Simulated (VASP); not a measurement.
Write the native input for VASP 6.6.1 that does the following.

```
Task                   : single point
Functional             : PBE
Dispersion             : D3(BJ)
Potentials or basis    : VASP PAW PBE potentials, release 64 (O, H, Mg, Cl)
Cutoff                 : 520 eV
k mesh                 : 1 × 1 × 1
Occupations            : fermi-dirac, width 0.05 eV
Spin                   : no spin polarisation
Dipole correction      : no
Further INCAR settings : LREAL = Auto; ALGO = Fast; EDIFF = 1e-07; NBANDS = 37
```

The structure of MgH8Cl2O4 lies in POSCAR:

```
MgH8Cl2O4
1.0
    5.7082670000      0.0000000000      0.0000000000
    0.0000000000      5.7082670000      0.0000000000
    0.0000000000      0.0000000000      5.7082670000
O H Mg Cl
4 8 1 2
Direct
    0.6360774645      0.9711178542      0.4131551660
    0.3902235127      0.6040537347      0.7924646832
    0.2271442454      0.6180860145      0.3295045589
    0.6871087144      0.5896360489      0.1372570694
    0.6144596950      1.0240586153      0.2503737124
    0.7430801678      1.0932389813      0.4831939361
    0.5008875724      0.5945236969      0.9231523333
    0.2439619590      0.6981628575      0.8374345489
    0.1393417652      0.7402596970      0.2429283704
    0.0912711336      0.5690869050      0.4345977509
    0.8218431268      0.7095148142      0.0891514009
    0.7613168760      0.4553571163      0.0546400510
    0.5531275955      0.6174203134      0.4612958714
   -0.0029781368      0.9603615248      0.0356675678
    0.8848745162      0.3770671554      0.6731815453
```

The cell was built by a generator and needn't be a form met in nature.

The input as run:

INCAR

```
ALGO     = Fast           # electronic algorithm
EDIFF    = 1E-7           # SCF threshold, eV
ENCUT    = 520            # plane-wave cutoff, eV
GGA      = PE             # functional
ISIF     = 2              # what is computed and relaxed
ISMEAR   = -1             # smearing method
IVDW     = 12             # dispersion correction
LASPH    = T              # aspherical terms in the spheres
LCHARG   = T              # write CHGCAR
LELF     = T              # ELF
LREAL    = Auto         
LVHAR    = T            
LWAVE    = F              # write WAVECAR
NBANDS   = 37             # bands
NELM     = 80             # most SCF steps
PREC     = Accurate       # precision mode
SIGMA    = 0.05           # smearing width, eV
```

KPOINTS

```
k-points
0
Gamma
  1 1 1
```

Potentials or basis: VASP PAW PBE potentials, release 64 (O, H, Mg, Cl).

Launch:

```sh
$ cat potpaw_PBE.64/O/POTCAR potpaw_PBE.64/H/POTCAR potpaw_PBE.64/Mg/POTCAR potpaw_PBE.64/Cl/POTCAR > POTCAR
$ mpirun -np 1 vasp_gam > vasp.out
```

It gave:

| Property | Result |
| --- | --- |
| Pressure | -0.3 GPa |
| Largest force | 1.937 eV/Å |
| Band gap on the k mesh | 4.41 eV, direct |
| Dispersion energy per atom | -0.067 eV |

It took 27 s on 1 thread of Intel(R) Xeon(R) Platinum 8259CL CPU @ 2.50GHz (Skylake/Cascade Lake) (shared host), peak memory 0.26 GiB.
